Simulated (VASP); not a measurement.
HgS (zinc blende): the bulk modulus from VASP (plane waves, PAW) at several levels of theory. Static lattice, third-order Birch-Murnaghan fit over five volumes.

```
level       bulk modulus (GPa)
----------  ------------------
LDA                       66.8
PBE                       50.1
PBEsol                    60.0
RPBE                      42.8
AM05                      56.5
PBE-D3(BJ)                56.2
HSE06                     59.2
HSEsol                    66.5
PBE0                      60.2
```

The cell of the LDA run:

```xyz
2
Lattice="0.0000 2.9153 2.9153 2.9153 0.0000 2.9153 2.9153 2.9153 0.0000" Properties=species:S:1:pos:R:3 pbc="T T T"
Hg     0.0000     0.0000     0.0000
S      1.4576     1.4576     1.4576
```

Only levels that ran to the end are used. Left out are those held back, those with too coarse a band path, GW runs whose mesh misses a band edge, hybrids' fits of cells that aren't cubic and levels without matching references; a question may draw on a part of the rest.

The compound is HgS in the zinc blende structure, metacinnabar; cinnabar is the stable form.
